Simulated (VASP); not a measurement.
Energy against volume of MgSe (rock salt). Computed with TPSS meta-GGA, VASP's PBE PAW potentials (set 64) (plane waves; VASP).

```tsv
V (Å³/atom)	E (eV/atom)
19.480	-9.86650
20.101	-9.87912
20.723	-9.88305
21.345	-9.87953
21.966	-9.86961
```

### Question
Fit a third-order Birch-Murnaghan equation of state.

### Answer

```
Quantity                                        Result
---------------------------------------  -------------
volume per atom                          20.72 Å³/atom
bulk modulus                                  639 kbar
pressure derivative of the bulk modulus           4.10
lattice constant a                             5.494 Å
```

Measured: a 5.460 Å (computed value off by +0.6 %), as given by M J Lucero et al., Journal of Physics Condensed Matter (2012), arXiv:1111.4515. The calculation is for a static lattice, while the measured a holds thermal and zero-point effects, which are part of the difference.

The compound is MgSe in the rock salt structure. It was relaxed first.
